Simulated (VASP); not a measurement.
# Ca8H12Br5 in VASP: notebook

The runs below take Ca8H12Br5 through single point, with PBEsol.

Everything below comes from runs of VASP 6.6.1. Logs are shortened: lines on timing, memory, paths and dates and some standing lists are left out, and cuts for length are marked.

### 1 The slab as given

The cell holds a slab with vacuum, 25 atoms: a = 7.806 Å, b = 7.806 Å, c = 18.829 Å, α = 90.00°, β = 90.00°, γ = 120.00°.

### 2 Single point, PBEsol, collinear spin, typed start

File INCAR:

```
SYSTEM = Ca8H12Br5
PREC = Accurate ; ENCUT = 520
EDIFF = 1E-7 ; ISMEAR = -1
SIGMA = 0.05 ; LREAL = Auto
LASPH = .True. ; NELM = 150
ALGO = Fast ; ISIF = 2
LWAVE = .False. ; LCHARG = .False.
ISPIN = 2 ; MAGMOM = 0 0 0 0 0 0 0 0 0 0 0 0 0 0 0 0 0 0 0 0 0 0 0 0 1
LORBIT = 11 ; GGA = PS
NBANDS = 86
```

File KPOINTS:

```
Automatic mesh
0
Gamma
  1 1 1
  0 0 0
```

File POSCAR:

```
Ca8H12Br5
1.0
    7.8058800000      0.0000000000      0.0000000000
   -3.9029400000      6.7600900000      0.0000000000
    0.0000000000      0.0000000000     18.8287650000
Ca H Br
8 12 5
Direct
    0.3333333000      0.1666667000      0.1207241000
    0.1576433309      0.3424749626      0.3541606805
    0.3333333000      0.6666667000      0.1207241000
    0.1576813928      0.8212085759      0.3533996010
    0.8333333000      0.1666667000      0.1207241000
    0.6789162000      0.3424447944      0.3534333236
    0.8333333000      0.6666667000      0.1207241000
    0.6650048955      0.8351046326      0.3248200504
    0.3319581427      0.1681115932      0.3851095838
    0.1666667000      0.3333333000      0.1075359000
    0.0000000000      0.0000000000      0.0531102000
    0.3546848245      0.6799282406      0.3621556438
    0.1666667000      0.8333333000      0.1075359000
    0.0000000000      0.5000000000      0.0531102000
    0.8201644039      0.1454403090      0.3621670245
    0.6666667000      0.3333333000      0.1075359000
    0.5000000000      0.0000000000      0.0531102000
    0.8200303214      0.6800666245      0.3609383050
    0.6666667000      0.8333333000      0.1075359000
    0.5000000000      0.5000000000      0.0531102000
    0.0254747450      0.0159076536      0.2494292850
   -0.0013331499      0.5014207709      0.2483408049
    0.4851624988      0.0149895202      0.2494894058
    0.4842046077      0.4746117611      0.2494311597
    0.9968650753      0.5033670279      0.4564800279
```

Potentials or basis: VASP PAW PBE potentials, release 64 (Ca_sv, H, Br).

Launch:

```sh
cat potpaw_PBE.64/Ca_sv/POTCAR potpaw_PBE.64/H/POTCAR potpaw_PBE.64/Br/POTCAR > POTCAR
mpirun -np 1 vasp_gam > vasp.out
```

OUTCAR:

```text
SYSTEM = Ca8H12Br5
   PREC = Accurate
   ENCUT = 520
   EDIFF = 1E-7
   ISMEAR = -1
   LREAL = Auto
   LASPH = .True.
   NELM = 150
   ISIF = 2
   ISPIN = 2
   LORBIT = 11
   GGA = PS

 ion  position               nearest neighbor table
   1  0.333  0.167  0.121-
   2  0.158  0.342  0.354-  25 2.91  22 2.93  24 2.97  21 2.97
   3  0.333  0.667  0.121-
   4  0.158  0.821  0.353-  25 2.90  22 2.93  21 2.96  23 2.96
   5  0.833  0.167  0.121-
   6  0.679  0.342  0.353-  25 2.90  22 2.93  24 2.96  23 2.96
   7  0.833  0.667  0.121-
   8  0.665  0.835  0.325-  23 2.82  21 2.82  24 2.82
   9  0.332  0.168  0.385-
  10  0.167  0.333  0.108-
  11  0.000  0.000  0.053-
  12  0.355  0.680  0.362-
  13  0.167  0.833  0.108-
  14  0.000  0.500  0.053-
  15  0.820  0.145  0.362-
  16  0.667  0.333  0.108-
  17  0.500  0.000  0.053-
  18  0.820  0.680  0.361-
  19  0.667  0.833  0.108-
  20  0.500  0.500  0.053-
  21  0.025  0.016  0.249-   8 2.82   4 2.96   2 2.97
  22  0.999  0.501  0.248-   4 2.93   6 2.93   2 2.93
  23  0.485  0.015  0.249-   8 2.82   4 2.96   6 2.96
  24  0.484  0.475  0.249-   8 2.82   6 2.96   2 2.97
  25  0.997  0.503  0.456-   4 2.90   6 2.90   2 2.91

  LATTYP: Found a hexagonal cell.
 ALAT       =     7.8058800000
 C/A-ratio  =     2.4121258590

  Lattice vectors:

 A1 = (   7.8058800000,   0.0000000000,   0.0000000000)
 A2 = (  -3.9029400000,   6.7600900000,   0.0000000000)
 A3 = (   0.0000000000,   0.0000000000,  18.8287650000)

Analysis of symmetry for initial positions (statically):
=====================================================================
 Subroutine PRICEL returns:
 Original cell was already a primitive cell.

 Routine SETGRP: Setting up the symmetry group for a
 hexagonal supercell.

 Subroutine GETGRP returns: Found  1 space group operations
 (whereof  1 operations were pure point group operations)
 out of a pool of 24 trial point group operations.

The static configuration has the point symmetry C_1 .

Analysis of symmetry for dynamics (positions and initial velocities):
=====================================================================
 Subroutine PRICEL returns:
 Original cell was already a primitive cell.

 Routine SETGRP: Setting up the symmetry group for a
 hexagonal supercell.

 Subroutine GETGRP returns: Found  1 space group operations
 (whereof  1 operations were pure point group operations)
 out of a pool of 24 trial point group operations.

The dynamic configuration has the point symmetry C_1 .

Analysis of structural, dynamic, and magnetic symmetry:
=====================================================================
 Subroutine PRICEL returns:
 Original cell was already a primitive cell.

 Routine SETGRP: Setting up the symmetry group for a
 hexagonal supercell.

 Subroutine GETGRP returns: Found  1 space group operations
 (whereof  1 operations were pure point group operations)
 out of a pool of 24 trial point group operations.

The overall configuration has the point symmetry C_1 .

 Subroutine INISYM returns: Found  1 space group operations
 (whereof  1 operations are pure point group operations),
 and found     1 'primitive' translations

----------------------------------------------------------------------------------------

                                     Primitive cell

  volume of cell :     993.5648

  direct lattice vectors                    reciprocal lattice vectors
     7.805880000  0.000000000  0.000000000     0.128108554  0.073963512  0.000000000
    -3.902940000  6.760090000  0.000000000     0.000000000  0.147927025  0.000000000
     0.000000000  0.000000000 18.828765000     0.000000000  0.000000000  0.053110228

  length of vectors
     7.805880000  7.805879672 18.828765000     0.147927018  0.147927025  0.053110228

  position of ions in fractional coordinates (direct lattice)
     0.333333300  0.166666700  0.120724100
     0.157643331  0.342474963  0.354160681
     0.333333300  0.666666700  0.120724100
     0.157681393  0.821208576  0.353399601
     0.833333300  0.166666700  0.120724100
     0.678916200  0.342444794  0.353433324
[... 17 lines left out ...]
     0.484204608  0.474611761  0.249431160
     0.996865075  0.503367028  0.456480028

  ion indices of the primitive-cell ions
   primitive index   ion index
                 1           1
                 2           2
                 3           3
                 4           4
                 5           5
                 6           6
[... 17 lines left out ...]
                24          24
                25          25

----------------------------------------------------------------------------------------

 KPOINTS: Automatic mesh

Automatic generation of k-mesh.
 Grid dimensions read from file:
 generate k-points for:    1    1    1

 Generating k-lattice:

  Cartesian coordinates                     Fractional coordinates (reciprocal lattice)
     0.128108554  0.073963512  0.000000000     1.000000000  0.000000000  0.000000000
     0.000000000  0.147927025  0.000000000     0.000000000  1.000000000  0.000000000
     0.000000000  0.000000000  0.053110228     0.000000000  0.000000000  1.000000000

  Length of vectors
     0.147927018  0.147927025  0.053110228

  Shift w.r.t. Gamma in fractional coordinates (k-lattice)
     0.000000000  0.000000000  0.000000000

 Subroutine IBZKPT returns following result:
 ===========================================

 Found      1 irreducible k-points:

 Following reciprocal coordinates:
            Coordinates               Weight
  0.000000  0.000000  0.000000      1.000000
   k-points           NKPTS =      1   k-points in BZ     NKDIM =      1   number of bands    NBANDS=     86
   number of dos      NEDOS =    301   number of ions     NIONS =     25
   total plane-waves  NPLWV = 504000
   dimension x,y,z NGX =    60 NGY =   60 NGZ =  140
   dimension x,y,z NGXF=   120 NGYF=  120 NGZF=  280
   ions per type =               8  12   5
   NGX,Y,Z   is equivalent  to a cutoff of  12.78, 12.78, 12.36 a.u.
   NGXF,Y,Z  is equivalent  to a cutoff of  25.56, 25.56, 24.72 a.u.
 SYSTEM =  Ca8H12Br5
   PREC   = accura    normal or accurate (medium, high low for compatibility)
   ISTART =      0    job   : 0-new  1-cont  2-samecut
   ICHARG =      2    charge: 1-file 2-atom 10-const
   ISPIN  =      2    spin polarized calculation?
   LNONCOLLINEAR =      F non collinear calculations
   LSORBIT =      F    spin-orbit coupling
   LASPH  =      T    aspherical Exc in radial PAW
   ENCUT  =  520.0 eV  38.22 Ry    6.18 a.u.  14.51 14.51 35.01*2*pi/ulx,y,z
   NELM   =    150;   NELMIN=  2; NELMDL= -5     # of ELM steps
   EDIFF  = 0.1E-06   stopping-criterion for ELM
   LREAL  =      T    real-space projection
   EDIFFG = 0.1E-05   stopping-criterion for IOM
   NSW    =      0    number of steps for IOM
   IBRION =     -1    ionic relax: 0-MD 1-quasi-New 2-CG
   NFREE  =      0    steps in history (QN), initial steepest desc. (CG)
   ISIF   =      2    stress and relaxation
   ISYM   =      2    0-nonsym 1-usesym 2-fastsym
   POTIM  = 0.5000    time-step for ionic-motion
   TEBEG  =    0.0;   TEEND  =   0.0 temperature during run
   PSTRESS=    0.0 pullay stress
   NELECT =     127.0000    total number of electrons
   NUPDOWN=      -1.0000    fix difference up-down
   EMIN   =  10.00;   EMAX   =-10.00  energy-range for DOS
   EFERMI =   0.00;   METHOD = LEGACY
   ISMEAR =    -1;   SIGMA  =   0.05  broadening in eV -4-tet -1-fermi 0-gaus
   EFERMI_NEDOS =   21; number of points for ismear=-14 and -15
   IALGO  =     68    algorithm
   IMIX   =      4    mixing-type and parameters
     AMIX     =   0.40;   BMIX     =  1.00
     AMIX_MAG =   1.60;   BMIX_MAG =  1.00
  volume/ion in A,a.u.               =      39.74       268.20
  Fermi-wavevector in a.u.,A,eV,Ry     =   0.824665  1.558390  9.252937  0.680072
  Thomas-Fermi vector in A             =   1.936389
   LORBIT       =     11    0 simple, 1 ext, 2 COOP (PROOUT), +10 PAW based schemes
   GGA     = PS    functional components
   LHFCALC =     F    Hartree Fock is set to
   AEXX    =    0.0000 exact exchange contribution
   IVDW    =     0    specifies the selected vdW correction
   LEPSILON=     F    determine dielectric tensor
   LRPA    =     F    only Hartree local field effects (RPA)
 spin polarized calculation
 RMM-DIIS sequential band-by-band and
  energy-cutoff  :      520.00
  volume of cell :      993.56
 maximum number of plane-waves:     13365
 NGX is ok and might be reduce to    60
   NGX = 29   NGY = 29   NGZ = 71

 number of electron     126.9999989 magnetization       0.1039299

 number of electron     126.9999989 magnetization      -0.9537951

 Free energy of the ion-electron system (eV)
  ---------------------------------------------------
  ext. energy  EPLUGINS =         0.00000000
  ---------------------------------------------------
  free energy    TOTEN  =       -83.74511645 eV

  energy without entropy =      -83.73310006  energy(sigma->0) =      -83.73910825

 E-fermi :  -0.7659     XC(G=0):  -4.4636

 val. band max:       -0.9504536580   @ k =   0.0000   0.0000   0.0000
 cond. band min:      -0.5760211553   @ k =   0.0000   0.0000   0.0000
 fundamental gap:      0.3744325027
 Fermi energy:        -0.7659215849

 spin component 1

 k-point     1 :       0.0000    0.0000    0.0000
  band No.  band energies     occupation
      1     -43.2027      1.00000
      2     -43.1854      1.00000
      3     -43.1802      1.00000
      4     -42.8900      1.00000
      5     -41.5604      1.00000
      6     -41.5525      1.00000
[... 67 lines left out ...]
     74       1.2679      0.00000
     75       1.2779      0.00000
 Fermi energy:        -0.7659215849

 spin component 2

 k-point     1 :       0.0000    0.0000    0.0000
  band No.  band energies     occupation
      1     -43.2027      1.00000
      2     -43.1855      1.00000
      3     -43.1802      1.00000
      4     -42.8895      1.00000
      5     -41.5636      1.00000
      6     -41.5556      1.00000
[... 67 lines left out ...]
     74       1.2643      0.00000
     75       1.2741      0.00000
 [bands above 75 left out]

------------------------ aborting loop because EDIFF is reached ----------------------------------------

  FORCE on cell =-STRESS in cart. coord.  units (eV):
  Direction    XX          YY          ZZ          XY          YZ          ZX
  --------------------------------------------------------------------------------------
  -------------------------------------------------------------------------------------
  Total       -4.2194117     -4.1826532     -5.0325108      0.0305560     -0.0796861      0.1333781
  in kB       -6.8040313     -6.7447561     -8.1151979      0.0492733     -0.1284981      0.2150795
  external PRESSURE =      -7.2213284 kB  Pullay stress =       0.0000000 kB

 VOLUME and BASIS-vectors are now :
 -----------------------------------------------------------------------------
  energy-cutoff  :      520.00
  volume of cell :      993.56
      direct lattice vectors                 reciprocal lattice vectors
     7.805880000  0.000000000  0.000000000     0.128108554  0.073963512  0.000000000
    -3.902940000  6.760090000  0.000000000     0.000000000  0.147927025  0.000000000
     0.000000000  0.000000000 18.828765000     0.000000000  0.000000000  0.053110228

 POSITION                                       TOTAL-FORCE (eV/Angst)
 -----------------------------------------------------------------------------------
      1.95147      1.12668      2.27309        -0.008438      0.005077     -1.255340
     -0.10611      2.31516      6.66841         0.018997     -0.011089     -0.028412
     -0.00000      4.50673      2.27309        -0.085717     -0.052433     -1.250903
     -1.97429      5.55144      6.65408         0.005974      0.015500     -0.020924
      5.85441      1.12668      2.27309         0.002384      0.100505     -1.250833
      3.96300      2.31496      6.65471        -0.010621     -0.013098     -0.021736
[... 17 lines left out ...]
      1.92726      3.20842      4.69648        -0.003590     -0.008814      0.005392
      5.81680      3.40281      8.59496         0.014165     -0.006669      0.058470
 -----------------------------------------------------------------------------------
    total drift:                               -0.002552      0.003454     -0.016094

  FREE ENERGIE OF THE ION-ELECTRON SYSTEM (eV)
  ---------------------------------------------------
  free  energy   TOTEN  =       -83.7451164513 eV

  energy  without entropy=      -83.7331000556  energy(sigma->0) =      -83.73910825

 total charge

# of ion       s       p       d       tot
------------------------------------------
    1        2.029   5.845   0.225   8.099
    2        2.026   5.849   0.236   8.112
    3        2.031   5.842   0.218   8.092
    4        2.027   5.849   0.237   8.113
    5        2.031   5.842   0.218   8.092
    6        2.027   5.849   0.237   8.113
[... 17 lines left out ...]
   24        1.594   3.315   0.010   4.919
   25        1.599   3.272   0.008   4.879
--------------------------------------------------
tot         30.120  63.336   1.903  95.358

 magnetization (x)

# of ion       s       p       d       tot
------------------------------------------
    1        0.001  -0.000  -0.005  -0.004
    2        0.000  -0.000   0.000  -0.000
    3        0.001  -0.001  -0.003  -0.003
    4        0.000  -0.000   0.000  -0.000
    5        0.001  -0.001  -0.003  -0.003
    6        0.000  -0.000   0.000  -0.000
[... 17 lines left out ...]
   24       -0.001  -0.002   0.000  -0.003
   25        0.000  -0.000  -0.000  -0.000
--------------------------------------------------
tot         -0.344  -0.014  -0.010  -0.368
```

Wall time 12 min (1 thread of Intel Xeon Platinum 8488C (Sapphire Rapids), shared host); peak memory 1.4 GiB.

What came out:

| Quantity | Value |
| --- | --- |
| Free energy | -83.7451 eV |
| Largest force | 1.255 eV/Å |
| Band gap on the k mesh | 0.37 eV, direct |
| Net moment | -0.95 μB per cell |
| Site moments | Ca -0.00, +0.00; H -0.00, -0.03, -0.06, -0.02; Br -0.00 μB |
| Valence electrons inside the program's atomic spheres | Ca 8.10, 8.11, 8.09, 8.16; H 0.51, 0.45, 0.53, 0.50; Br 4.92, 4.88 |

Forces in eV/Å, atoms in the order of the input:
```
Ca  -0.008  0.005 -1.255
Ca   0.019 -0.011 -0.028
Ca  -0.086 -0.052 -1.251
Ca   0.006  0.015 -0.021
Ca   0.002  0.101 -1.251
Ca  -0.011 -0.013 -0.022
Ca   0.081 -0.047 -1.249
Ca  -0.005  0.002 -0.006
H   -0.011  0.007  0.012
H   -0.032  0.018  0.274
H   -0.014 -0.008  0.914
H   -0.006 -0.004  0.009
H   -0.002 -0.032  0.282
H   -0.001  0.000  0.894
H    0.001  0.007  0.010
H    0.027  0.018  0.281
H    0.014 -0.008  0.914
H    0.014 -0.008  0.021
H   -0.002  0.001  0.486
H    0.000  0.016  0.914
Br   0.005  0.007  0.006
Br   0.008 -0.006  0.011
Br  -0.009  0.006 -0.009
Br  -0.004 -0.009  0.005
Br   0.014 -0.007  0.058
```

Caveat: the PAW data sets were made with another functional, which shifts forces and pressure a little.

### 3 Single point, PBEsol, collinear spin, typed start

File INCAR:

```
SYSTEM = Ca8H12Br5
ALGO = Fast
EDIFF = 1E-6
ENCUT = 520
GGA = PS
ISIF = 2
ISMEAR = -1
ISPIN = 2
LASPH = .True.
LCHARG = .False.
LORBIT = 11
LREAL = Auto
LWAVE = .False.
MAGMOM = 0 0 0 0 0 0 0 0 0 -0.06 -0.12 0 -0.06 -0.13 0 -0.06 -0.12 0 0 -0.12 0 0 0 0 0
NBANDS = 86
NELM = 150
PREC = Accurate
SIGMA = 0.05
```

File KPOINTS:

```
k-points
0
Gamma
  1 1 1
  0 0 0
```

File POSCAR:

```
Ca8H12Br5
1.0
    7.8058800000      0.0000000000      0.0000000000
   -3.9029400000      6.7600900000      0.0000000000
    0.0000000000      0.0000000000     18.8287650000
Ca H Br
8 12 5
Direct
    0.3333385326      0.1666693787      0.1207248590
    0.1874624624      0.3535307962      0.3501716655
    0.3333313610      0.6666627219      0.1207248590
    0.1497470189      0.8095454350      0.3655311434
    0.8333334082      0.1666693787      0.1207248590
    0.6793257597      0.3291968006      0.3593278688
    0.8333262366      0.6666627219      0.1207248590
    0.6180240769      0.8199003268      0.3263517283
    0.3332954842      0.1222321005      0.4016726535
    0.1666693787      0.3333387573      0.1075375894
    0.0000000000      0.0000000000      0.0531102279
    0.3141515809      0.6388080632      0.3456307410
    0.1666622070      0.8333321006      0.1075375894
   -0.0000071716      0.4999933433      0.0531102279
    0.8148370323      0.1414626137      0.3952516270
    0.6666642543      0.3333387573      0.1075375894
    0.4999948757      0.0000000000      0.0531102279
    0.7715325464      0.6492517111      0.3530396178
    0.6666698936      0.8333321006      0.1075375894
    0.5000005149      0.4999933433      0.0531102279
   -0.0036677364     -0.0050295188      0.2523213817
    0.0179237357      0.5323449836      0.2560975189
    0.4788594804      0.0201180754      0.2529905705
    0.4959111346      0.4673458489      0.2552371332
    0.9918976459      0.4765469099      0.4457063435
```

Potentials or basis: VASP PAW PBE potentials, release 64 (Ca_sv, H, Br).

Launch:

```sh
cat potpaw_PBE.64/Ca_sv/POTCAR potpaw_PBE.64/H/POTCAR potpaw_PBE.64/Br/POTCAR > POTCAR
mpirun -np 1 vasp_gam > vasp.out
```

Run time: 9.1 min. Hardware: 1 thread of Intel Xeon Platinum 8488C (Sapphire Rapids), shared host; peak memory 1.4 GiB.

The run converged. Its results:

```
Free energy                                           : -82.1828 eV
Largest force                                         : 1.983 eV/Å
Band gap on the k mesh                                : 0.37 eV, direct
Net moment                                            : -0.95 μB per cell
Site moments                                          : Ca -0.00, +0.00; H -0.00, -0.03, -0.05, -0.06, -0.02; Br -0.00 μB
Valence electrons inside the program's atomic spheres : Ca 8.09, 8.16, 8.14, 8.15, 8.18; H 0.50, 0.51, 0.45, 0.57, 0.49, 0.52; Br 4.90, 4.92, 4.93
```

Forces on the atoms (eV/Å):
```
Ca  -0.085 -0.034 -1.173
Ca  -0.621 -1.884 -0.015
Ca  -0.161 -0.071 -1.239
Ca  -0.493  0.317 -0.504
Ca   0.058  0.069 -1.175
Ca  -0.382 -0.337 -0.380
Ca   0.123  0.017 -1.126
Ca   1.438  0.649  0.380
H   -0.097  0.485 -0.224
H   -0.025  0.026  0.292
H   -0.022 -0.009  0.912
H    0.091  1.157  0.455
H    0.013 -0.016  0.255
H    0.001  0.006  0.905
H   -0.108 -0.852 -0.953
H    0.026  0.009  0.301
H    0.011 -0.010  0.927
H    0.344  0.324  0.577
H   -0.035 -0.016  0.471
H   -0.005  0.007  0.920
Br  -0.057  0.243  0.179
Br  -0.145 -0.670 -0.589
Br  -0.201  0.054 -0.241
Br  -0.108 -0.282 -0.542
Br   0.440  0.816  1.589
```

Levels at points of the mesh, in eV from the valence-band top:
Spin up:
```tsv
k point	band 60	band 61	band 62	band 63	band 64	band 65	band 66	band 67
(0.00, 0.00, 0.00)	-2.31	-1.29	-1.26	-1.25	0.37	0.53	0.82	1.25
```
Spin down:
```tsv
k point	band 60	band 61	band 62	band 63	band 64	band 65	band 66	band 67	band 68	band 69
(0.00, 0.00, 0.00)	-2.42	-1.61	-1.59	-1.56	0.00	0.52	0.82	1.24	1.37	1.67
```

Caveat: the PAW data sets were made with another functional, which shifts forces and pressure a little. As with any semilocal functional, this PBEsol gap is likely too small.

(Continued in part 2 of 2.)
